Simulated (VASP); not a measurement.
Output of a VASP run:

### OSZICAR
```
       N       E                     dE             d eps       ncg     rms          rms(c)
DAV:   1     0.127159393598E+04    0.12716E+04   -0.38763E+04  1420   0.155E+03
DAV:   2     0.114853405900E+03   -0.11567E+04   -0.11297E+04  1324   0.607E+02
DAV:   3    -0.532687229614E+02   -0.16812E+03   -0.16095E+03  1771   0.187E+02
DAV:   4    -0.722929634099E+02   -0.19024E+02   -0.18435E+02  2055   0.581E+01
DAV:   5    -0.733867384327E+02   -0.10938E+01   -0.10858E+01  2328   0.126E+01    0.183E+01
DAV:   6    -0.706220149133E+02    0.27647E+01   -0.75633E+00  1775   0.128E+01    0.616E+00
DAV:   7    -0.703345001953E+02    0.28751E+00   -0.17265E+00  2024   0.613E+00    0.247E+00
DAV:   8    -0.703234053519E+02    0.11095E-01   -0.16047E-01  1944   0.192E+00    0.735E-01
DAV:   9    -0.703230157496E+02    0.38960E-03   -0.22790E-02  1864   0.772E-01    0.304E-01
DAV:  10    -0.703231400247E+02   -0.12428E-03   -0.36882E-03  2088   0.307E-01    0.346E-02
DAV:  11    -0.703231072911E+02    0.32734E-04   -0.27772E-04  1984   0.841E-02    0.236E-02
DAV:  12    -0.703230950848E+02    0.12206E-04   -0.18076E-05  1976   0.208E-02    0.429E-03
DAV:  13    -0.703230941601E+02    0.92472E-06   -0.10467E-06  1128   0.553E-03
   1 F= -.70323094E+02 E0= -.70317862E+02  d E =-.156977E-01
       N       E                     dE             ncg
       N       E                     dE             ncg
       N       E                     dE             ncg
       N       E                     dE             ncg
       N       E                     dE             ncg
       N       E                     dE             ncg
```

### OUTCAR
```
------------------------ aborting loop because EDIFF is reached ----------------------------------------
  FORCE on cell =-STRESS in cart. coord.  units (eV):
  Direction    XX          YY          ZZ          XY          YZ          ZX
  --------------------------------------------------------------------------------------
  Total        0.2404805      0.2404805      0.2404805     -0.0000000      0.0000000      0.0000000
  in kB        2.5855552      2.5855552      2.5855552     -0.0000000      0.0000000      0.0000000
  external PRESSURE =       2.5855552 kB  Pullay stress =       0.0000000 kB
  volume of cell :      149.02
      direct lattice vectors                 reciprocal lattice vectors
     5.301664000  0.000000000  0.000000000     0.188620026  0.000000000  0.000000000
     0.000000000  5.301664000  0.000000000     0.000000000  0.188620026  0.000000000
     0.000000000  0.000000000  5.301664000     0.000000000  0.000000000  0.188620026
 POSITION                                       TOTAL-FORCE (eV/Angst)
 -----------------------------------------------------------------------------------
      1.32542      0.00000      2.65083         0.000000      0.000000     -0.000000
      3.97625      0.00000      2.65083        -0.000000     -0.000000     -0.000000
      2.65083      3.97625      0.00000         0.000000     -0.000000      0.000000
      2.65083      1.32542      0.00000        -0.000000     -0.000000     -0.000000
      0.00000      2.65083      3.97625         0.000000     -0.000000     -0.000000
      0.00000      2.65083      1.32542        -0.000000      0.000000     -0.000000
      0.00000      0.00000      0.00000        -0.000000     -0.000000     -0.000000
      2.65083      2.65083      2.65083        -0.000000     -0.000000     -0.000000
 -----------------------------------------------------------------------------------
    total drift:                                0.000000      0.000000      0.000000
  FREE ENERGIE OF THE ION-ELECTRON SYSTEM (eV)
  ---------------------------------------------------
  free  energy   TOTEN  =       -70.3230941601 eV

  energy  without entropy=      -70.3073965018  energy(sigma->0) =      -70.31786161
```
(Selected blocks of OUTCAR.)

### POSCAR
```
Nb3Sn
1
    5.3016640000     0.0000000000     0.0000000000
    0.0000000000     5.3016640000     0.0000000000
    0.0000000000     0.0000000000     5.3016640000
Nb Sn
6 2
Direct
  0.2500000000   0.0000000000   0.5000000000
  0.7500000000   0.0000000000   0.5000000000
  0.5000000000   0.7500000000   0.0000000000
  0.5000000000   0.2500000000   0.0000000000
  0.0000000000   0.5000000000   0.7500000000
  0.0000000000   0.5000000000   0.2500000000
  0.0000000000   0.0000000000   0.0000000000
  0.5000000000   0.5000000000   0.5000000000
```

Task: Reconstruct the remaining input files.

Result: Several could match; the one computed here: the input of the run itself, PBE GGA, plane waves, VASP's PBE PAW potentials (set 64).

KPOINTS:
```
Automatic mesh
0
G
 4 4 4
```

### INCAR
```
LREAL = .FALSE.   ! projection in real space or not
NBANDS = 65
ISIF = 2   ! forces and stress, cell fixed
ISMEAR = 1   ! Methfessel-Paxton
ALGO = Normal
LMAXMIX = 4   ! l cut-off of mixed one-centre charges
LCHARG = .FALSE.
SYSTEM = Nb3Sn
LASPH = .TRUE.   ! aspherical one-centre terms
NELM = 100   ! most electronic steps
ENCUT = 300
EDIFF = 1E-6
LWAVE = .FALSE.
SIGMA = 0.1   ! width (eV)
GGA = PE   ! PBE
PREC = Accurate
```

File KPOINTS_OPT:
```
k-points along high-symmetry lines
10
Line-mode
Reciprocal
  0.000000   0.000000   0.000000 ! GAMMA
  0.000000   0.500000   0.000000 ! X

  0.000000   0.500000   0.000000 ! X
  0.500000   0.500000   0.000000 ! M

  0.500000   0.500000   0.000000 ! M
  0.000000   0.000000   0.000000 ! GAMMA

  0.000000   0.000000   0.000000 ! GAMMA
  0.500000   0.500000   0.500000 ! R

  0.500000   0.500000   0.500000 ! R
  0.000000   0.500000   0.000000 ! X

  0.500000   0.500000   0.500000 ! R
  0.500000   0.500000   0.000000 ! M
```

POTCAR, in this order: Nb_sv Sn_d (PBE.64 set). Program: vasp_std.

At this cut-off the stress carries a Pulay error, which pulls relaxed volumes low.

The structure comes from a computed database's Nb3Sn entry; how it stands against other phases isn't given here. The cell was not relaxed at this level. The run is one of a series of settings (NBANDS = 65 against the base run), some of them coarse on purpose.
